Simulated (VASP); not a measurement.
Output of a VASP run:

OSZICAR:
```
       N       E                     dE             d eps       ncg     rms          rms(c)
DAV:   1     0.594621634441E+02    0.59462E+02   -0.80143E+03   910   0.136E+03
DAV:   2    -0.225473025091E+02   -0.82009E+02   -0.77803E+02   965   0.257E+02
DAV:   3    -0.276410425439E+02   -0.50937E+01   -0.50739E+01  1115   0.674E+01
DAV:   4    -0.276837659407E+02   -0.42723E-01   -0.42714E-01  1010   0.661E+00
DAV:   5    -0.276839615776E+02   -0.19564E-03   -0.19563E-03  1075   0.418E-01    0.525E+00
DAV:   6    -0.248566826525E+02    0.28273E+01   -0.18256E+00  1060   0.418E+01    0.497E+00
DAV:   7    -0.248236910032E+02    0.32992E-01   -0.47907E-01   910   0.138E+01    0.222E+00
DAV:   8    -0.248627854693E+02   -0.39094E-01   -0.15873E-01   935   0.434E+00    0.613E-01
DAV:   9    -0.248361089060E+02    0.26677E-01   -0.15815E-01   915   0.378E+00    0.225E-01
DAV:  10    -0.249018378319E+02   -0.65729E-01   -0.53282E-02   910   0.219E+00    0.969E-02
DAV:  11    -0.249034211159E+02   -0.15833E-02   -0.15629E-03  1035   0.477E-01    0.604E-02
DAV:  12    -0.249026218533E+02    0.79926E-03   -0.42471E-04   940   0.288E-01    0.240E-02
DAV:  13    -0.249034066006E+02   -0.78475E-03   -0.55293E-04   910   0.277E-01    0.100E-02
DAV:  14    -0.249034251006E+02   -0.18500E-04   -0.40021E-05   940   0.702E-02    0.424E-03
DAV:  15    -0.249034407317E+02   -0.15631E-04   -0.42764E-06   530   0.449E-02    0.279E-03
DAV:  16    -0.249034337041E+02    0.70276E-05   -0.21801E-06   485   0.203E-02
   1 F= -.24903434E+02 E0= -.24903434E+02  d E =-.249034E+02
```

OUTCAR:
```
------------------------ aborting loop because EDIFF is reached ----------------------------------------
  FORCE on cell =-STRESS in cart. coord.  units (eV):
  Direction    XX          YY          ZZ          XY          YZ          ZX
  --------------------------------------------------------------------------------------
  Total       -0.1155975     -0.1155975     -0.1155975      0.0000000     -0.0000000     -0.0000000
  in kB       -4.0705130     -4.0705130     -4.0705130      0.0000000     -0.0000000     -0.0000000
  external PRESSURE =      -4.0705130 kB  Pullay stress =       0.0000000 kB
  volume of cell :       45.50
      direct lattice vectors                 reciprocal lattice vectors
     0.000000000  2.833522010  2.833522010    -0.176458838  0.176458838  0.176458838
     2.833522010  0.000000000  2.833522010     0.176458838 -0.176458838  0.176458838
     2.833522010  2.833522010  0.000000000     0.176458838  0.176458838 -0.176458838
  FREE ENERGIE OF THE ION-ELECTRON SYSTEM (eV)
  ---------------------------------------------------
  free  energy   TOTEN  =       -24.9034337041 eV

  energy  without entropy=      -24.9034337041  energy(sigma->0) =      -24.90343370

 reached required accuracy - stopping structural energy minimisation
```
(Selected blocks of OUTCAR.)

POSCAR:
```
ZnSe
1
   -0.0000000000     2.8335220098     2.8335220098
    2.8335220098    -0.0000000000     2.8335220098
    2.8335220098     2.8335220098     0.0000000000
Zn Se
1 1
Direct
  0.0000000000   0.0000000000   0.0000000000
  0.7500000000   0.7500000000   0.7500000000
```

### Question
Write an INCAR and KPOINTS that could have produced this output.

### Answer
Several could match; the one computed here: the input of the run itself, r2SCAN meta-GGA, plane waves, VASP's PBE PAW potentials (set 64).

**KPOINTS**
```
K-points
0
gamma
9 9 9
```

**INCAR**
```
LCHARG  =  .FALSE.
LASPH  =  .TRUE.
NSW  =  20
NELMIN  =  4
SIGMA  =  0.05   ! width (eV)
NELM  =  100   ! most electronic steps
SYSTEM  =  ZnSe
LMAXMIX  =  4
ENCUT  =  400   ! plane-wave cut-off (eV)
LWAVE  =  .FALSE.
EDIFF  =  1E-5   ! SCF stop (eV)
IBRION  =  2
METAGGA  =  R2SCAN
ISIF  =  2   ! forces and stress, cell fixed
ISMEAR  =  0
LMIXTAU  =  .TRUE.
PREC  =  Normal
ALGO  =  Normal
LREAL  =  .FALSE.   ! projection in real space or not
EDIFFG  =  -0.03
```

POTCAR, in this order: Zn Se (PBE.64 set). Program: vasp_std.

The compound is ZnSe in the zinc blende structure. It was relaxed first.
